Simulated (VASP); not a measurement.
MnSiSe3:

```xyz
5
Lattice="4.8341 0.0000 0.0000 0.0000 4.8341 0.0000 0.0000 0.0000 4.8341" Properties=species:S:1:pos:R:3 pbc="T T T"
Mn    0.0000    0.0000    0.0000
Si    2.4171    2.4171    2.4171
Se    0.0000    2.4171    2.4171
Se    2.4171    0.0000    2.4171
Se    2.4171    2.4171    0.0000
```

The cell was built by a generator and needn't be a form met in nature.

Program: VASP 6.6.1. Alike in all runs: task band structure; spin collinear, ferromagnetic start; cell as given; k mesh 5 × 5 × 5; cutoff (eV) 520; smearing fermi-dirac 0.05 eV.

Problem. Order these runs on this cell by their pressure, lowest first.
A. level BLYP; potentials or basis VASP PAW PBE potentials, release 64 (Mn_pv, Si, Se)
B. level LDA; potentials or basis VASP PAW LDA potentials, release 64 (Mn_pv, Si, Se)
C. level RPBE; potentials or basis VASP PAW PBE potentials, release 64 (Mn_pv, Si, Se)
D. level PBE; potentials or basis VASP PAW PBE potentials, release 64 (Mn_pv, Si, Se)
E. level PBEsol; potentials or basis VASP PAW PBE potentials, release 64 (Mn_pv, Si, Se)

Solution. B (-4.2 GPa), E (-2.5 GPa), D (0.1 GPa), C (1.7 GPa), A (4.5 GPa).

Caveats: a cell with one magnetic atom can't hold antiferromagnetic order, which such compounds often take; the PAW data sets were made with another functional, which shifts forces and pressure a little (some runs).

Not every run made on this cell is shown here.
